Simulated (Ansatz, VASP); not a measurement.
This is a calculation of VW2C3 for VASP 6.6.1. The cell comes from a database or a generator and needn't be the stable form of this composition.

Contents of INCAR:

```
PREC = Accurate
ENCUT = 520
EDIFF = 1E-7
ISMEAR = -1
SIGMA = 0.05
LREAL = False
LASPH = True
NELM = 150
ALGO = Normal
ISIF = 2
LWAVE = False
LCHARG = False
ISPIN = 2
MAGMOM = 0 0 2 0 0 0
LORBIT = 11
LMAXMIX = 4
GGA = PE
NBANDS = 40
```

File KPOINTS:

```
Automatic mesh
0
Gamma
  11 11 11
```

POSCAR

```
VW2C3
1.0
   -1.5244850000      2.1619300000      4.5850290000
    1.5244850000     -2.1619300000      4.5850290000
    1.5244850000      2.1619300000     -4.5850290000
W V C
2 1 3
Direct
    0.8340170000      0.3340170000      0.5000000000
    0.1659830000      0.6659830000      0.5000000000
    0.5000000000      0.0000000000      0.5000000000
    0.3390390000      0.3390390000      0.0000000000
    0.6609610000      0.6609610000      0.0000000000
    0.0000000000      0.0000000000      0.0000000000
```

Potentials or basis: VASP PAW PBE potentials, release 64 (W_sv, V_sv, C).

Run with:

```console
$ cat potpaw_PBE.64/W_sv/POTCAR potpaw_PBE.64/V_sv/POTCAR potpaw_PBE.64/C/POTCAR > POTCAR
$ mpirun -np 1 vasp_std > vasp.out
```

**Question.** What does the same run look like in Ansatz 0.2.0? Potentials or basis there: Ansatz PAW, cutoff 420 eV.

**Answer.** As run (cutoffs and basis follow the program's own potentials, and thresholds, step limits or extra output files can differ):

Contents of input.yaml:

```yaml
crystal:
  lattice:
    - [-1.524485, 2.16193, 4.585029]
    - [1.524485, -2.16193, 4.585029]
    - [1.524485, 2.16193, -4.585029]
  atoms:
    - { symbol: W, position: [0.834017, 0.334017, 0.5] }
    - { symbol: W, position: [0.165983, 0.665983, 0.5] }
    - { symbol: V, position: [0.5, 0.0, 0.5], spin: 2.0 }
    - { symbol: C, position: [0.339039, 0.339039, 0.0] }
    - { symbol: C, position: [0.660961, 0.660961, 0.0] }
    - { symbol: C, position: [0.0, 0.0, 0.0] }
hamiltonian:
  xc: pbe
  pseudopotentials: { kind: paw }
magnetization:
  spin_polarized: true
kpoints:
  mp_grid: { grid: [11, 11, 11] }
scf:
  occupations: { method: fermi_dirac, width: 0.05 }
output:
  forces: true
  stress: true
  eigenvalues: true
```

Potentials or basis: Ansatz PAW.

Run with:

```console
$ ansatz run input.yaml --threads 2 --pin off --max-ram 5120MiB --backend cpu --events-out ev --progress --plain --runs-dir out
```

Both were run:

|  | VASP | Ansatz |
| --- | --- | --- |
| Pressure | -0.6 GPa | -1.4 GPa |
| Largest force | 0.047 eV/Å | 0.054 eV/Å |
| Net moment | 0.00 μB per cell | 0.00 μB per cell |

Ansatz's pressure holds a Pulay term of +0.34 GPa for its cutoff of 420 eV, which the other run lacks.

Where Ansatz's input types no cutoff or centring, it takes its own default and a Γ-centred mesh.

The magnetic state is the one that the start led to; the real crystal's order can differ.

Pressure is positive in compression.
